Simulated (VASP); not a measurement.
Output of a VASP run:

### OSZICAR
```
...
DAV:   4    -0.650316359989E+01   -0.32885E-01   -0.32882E-01   849   0.531E+00
DAV:   5    -0.650363991985E+01   -0.47632E-03   -0.47632E-03   909   0.618E-01    0.102E+01
DAV:   6    -0.598596848206E+01    0.51767E+00   -0.10108E+00  1095   0.151E+01    0.771E+00
DAV:   7    -0.596377396825E+01    0.22195E-01   -0.25511E-01   789   0.410E+00    0.353E+00
DAV:   8    -0.596384237142E+01   -0.68403E-04   -0.27317E-02   794   0.262E+00    0.399E-01
DAV:   9    -0.596358287754E+01    0.25949E-03   -0.37904E-03   864   0.112E+00    0.110E-01
DAV:  10    -0.596367979242E+01   -0.96915E-04   -0.32205E-04   789   0.237E-01    0.652E-02
DAV:  11    -0.596373298479E+01   -0.53192E-04   -0.85262E-05   812   0.114E-01    0.343E-02
DAV:  12    -0.596373678718E+01   -0.38024E-05   -0.56309E-05   849   0.108E-01    0.955E-03
DAV:  13    -0.596373719112E+01   -0.40394E-06   -0.65638E-06   779   0.333E-02
   1 F= -.26462821E+00 E0= -.26462821E+00  d E =-.264628E+00
       N       E                     dE             d eps       ncg     rms          rms(c)
DAV:   1    -0.134364944482E+02   -0.74728E+01   -0.14920E+02   849   0.169E+02    0.255E+01
DAV:   2    -0.514751854891E+01    0.82890E+01   -0.28130E+01   774   0.974E+01    0.656E+00
DAV:   3    -0.475466531574E+01    0.39285E+00   -0.17098E+00   814   0.124E+01    0.320E+00
DAV:   4    -0.469454097074E+01    0.60124E-01   -0.10358E-01   804   0.209E+00    0.277E+00
DAV:   5    -0.468603957931E+01    0.85014E-02   -0.12678E-02   899   0.173E+00    0.865E-01
DAV:   6    -0.468549237532E+01    0.54720E-03   -0.78020E-03   829   0.897E-01    0.191E-01
DAV:   7    -0.468536785444E+01    0.12452E-03   -0.42004E-04   859   0.234E-01    0.121E-01
DAV:   8    -0.468538693813E+01   -0.19084E-04   -0.48665E-05   844   0.638E-02    0.440E-03
DAV:   9    -0.468538698524E+01   -0.47112E-07   -0.70385E-07   617   0.891E-03
   2 F= -.86822783E-01 E0= -.86822783E-01  d E =0.177805E+00
       N       E                     dE             d eps       ncg     rms          rms(c)
DAV:   1    -0.824809502866E+01   -0.35627E+01   -0.55437E+01   764   0.118E+02    0.159E+01
DAV:   2    -0.597849178784E+01    0.22696E+01   -0.51572E+00   809   0.422E+01    0.729E+00
DAV:   3    -0.569047144312E+01    0.28802E+00   -0.53617E-01   869   0.108E+01    0.630E+00
DAV:   4    -0.563166410121E+01    0.58807E-01   -0.78788E-02   754   0.262E+00    0.155E+00
DAV:   5    -0.562927905254E+01    0.23850E-02   -0.35182E-03   874   0.712E-01    0.656E-01
DAV:   6    -0.562895821440E+01    0.32084E-03   -0.12510E-03   865   0.542E-01    0.248E-01
DAV:   7    -0.562901036080E+01   -0.52146E-04   -0.35295E-04   794   0.227E-01    0.346E-02
DAV:   8    -0.562900968459E+01    0.67621E-06   -0.41910E-05   919   0.107E-01    0.174E-02
DAV:   9    -0.562901064545E+01   -0.96086E-06   -0.57340E-06   784   0.331E-02
   3 F= -.39320102E+00 E0= -.39320102E+00  d E =-.128573E+00
       N       E                     dE             d eps       ncg     rms          rms(c)
DAV:   1    -0.561683442187E+01    0.12175E-01   -0.21876E-02   804   0.221E+00    0.249E-01
DAV:   2    -0.561583374526E+01    0.10007E-02   -0.24121E-03   834   0.916E-01    0.108E-01
DAV:   3    -0.561573416702E+01    0.99578E-04   -0.26644E-04   829   0.216E-01    0.856E-02
DAV:   4    -0.561572903563E+01    0.51314E-05   -0.22663E-05   774   0.565E-02    0.165E-02
DAV:   5    -0.561572965847E+01   -0.62284E-06   -0.45062E-06   679   0.408E-02
   4 F= -.39334625E+00 E0= -.39334625E+00  d E =-.128718E+00
```

### OUTCAR
```
------------------------ aborting loop because EDIFF is reached ----------------------------------------
  FORCE on cell =-STRESS in cart. coord.  units (eV):
  Direction    XX          YY          ZZ          XY          YZ          ZX
  --------------------------------------------------------------------------------------
  Total        5.2211808      5.2211808      5.2211808     -0.0000000     -0.0000000     -0.0000000
  in kB      199.9539453    199.9539453    199.9539453     -0.0000000     -0.0000000     -0.0000000
  external PRESSURE =      -0.0460547 kB  Pullay stress =     200.0000000 kB
  volume of cell :       41.84
      direct lattice vectors                 reciprocal lattice vectors
     0.000000000  2.755326788  2.755326788    -0.181466678  0.181466678  0.181466678
     2.755326788  0.000000000  2.755326788     0.181466678 -0.181466678  0.181466678
     2.755326788  2.755326788  0.000000000     0.181466678  0.181466678 -0.181466678
  FREE ENERGIE OF THE ION-ELECTRON SYSTEM (eV)
  ---------------------------------------------------
  free  energy   TOTEN  =        -5.6157296585 eV

  energy  without entropy=       -5.6157296585  energy(sigma->0) =       -5.61572966
  enthalpy is  TOTEN    =        -0.3933462521 eV   P V=        5.2223834064

 reached required accuracy - stopping structural energy minimisation
```
(Selected blocks of OUTCAR.)

### POSCAR
```
CdS
1
    0.0000000000     2.8367377252     2.8367377252
    2.8367377252     0.0000000000     2.8367377252
    2.8367377252     2.8367377252     0.0000000000
Cd S
1 1
Direct
  0.0000000000   0.0000000000   0.0000000000
  0.2500000000   0.2500000000   0.2500000000
```

### Question
Write an INCAR and KPOINTS that could have produced this output.

### Answer
This is not unique; one that fits is the input of the run itself, PBE GGA, plane waves, VASP's PBE PAW potentials (set 64).

File KPOINTS:
```
K-points
0
Gamma
8 8 8
0 0 0
```

**INCAR**
```
ALGO = Normal
EDIFF = 1E-6
EDIFFG = -0.02
ENCUT = 500
GGA = PE
IBRION = 2
ISIF = 3
ISMEAR = 0
LASPH = .True.
LCHARG = .False.
LMAXMIX = 4
LREAL = .False.
LWAVE = .False.
NELM = 100
NSW = 40
PREC = Accurate
PSTRESS = 200
SIGMA = 0.05
SYSTEM = CdS
```

POTCAR, in this order: Cd S (PBE.64 set). Program: vasp_std.

Energy and stress use the plane-wave basis of the starting cell.

The compound is CdS in the zinc blende structure, a metastable form; wurtzite is the usual one. This run relaxes it under an external pressure of 20 GPa. Symmetry was kept, so distortions that lower it aren't found.
